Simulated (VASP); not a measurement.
Energy against volume of MgSe (rock salt). Level of theory: MS2 meta-GGA, VASP's PBE PAW potentials (set 64) (plane waves; VASP).

```tsv
V (Å³/atom)	E (eV/atom)
19.025	-6.06198
19.632	-6.07513
20.239	-6.07924
20.846	-6.07560
21.453	-6.06532
```

Problem. Fit a third-order Birch-Murnaghan equation of state.

Solution. 
The volume per atom is 20.24 Å³/atom, the bulk modulus is 67.9 GPa and the pressure derivative of the bulk modulus is 4.12. The lattice constant a comes out as 5.451 Å.

Measured: a 5.460 Å (computed value off by -0.2 %), as given by M J Lucero et al., Journal of Physics Condensed Matter (2012), arXiv:1111.4515. The calculation is for a static lattice, while the measured a holds thermal and zero-point effects, which are part of the difference.

The compound is MgSe in the rock salt structure. It was relaxed first.
